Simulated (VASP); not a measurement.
## TlBr (relaxed from the CsCl type structure, space group Pm-3m): computed properties

Computed with PBE GGA, VASP's PBE PAW potentials (set 64) (plane waves; VASP 6.6.1).

| Property | Value |
|---|---|
| space group | Pm-3m (221) |
| cell | a = 4.046 Å, b = 4.046 Å, c = 4.046 Å, α = 90.00°, β = 90.00°, γ = 90.00° |
| volume per atom | 33.13 Å³/atom |
| band gap (over mesh and band path) | 1.99 eV |
| smallest direct gap (over mesh and band path) | 1.99 eV |
| band-edge character | direct, X to X |
| density | 7.12 g/cm³ |

```yaml
crystal:
  lattice:
    - [4.04645, 0.00000, 0.00000]
    - [0.00000, 4.04645, 0.00000]
    - [0.00000, 0.00000, 4.04645]
  atoms:
    - { symbol: Tl, position: [0.00000, 0.00000, 0.00000] }
    - { symbol: Br, position: [0.50000, 0.50000, 0.50000] }
```

Unless said otherwise, spin-orbit coupling is left out, though it shifts the bands of the heavy elements here.

The structure was generated: TlBr was put into the CsCl type type (Pm-3m), which need not be its known phase. It was relaxed first, which changed the volume by +62 %. Symmetry was kept, so distortions that lower it aren't found.
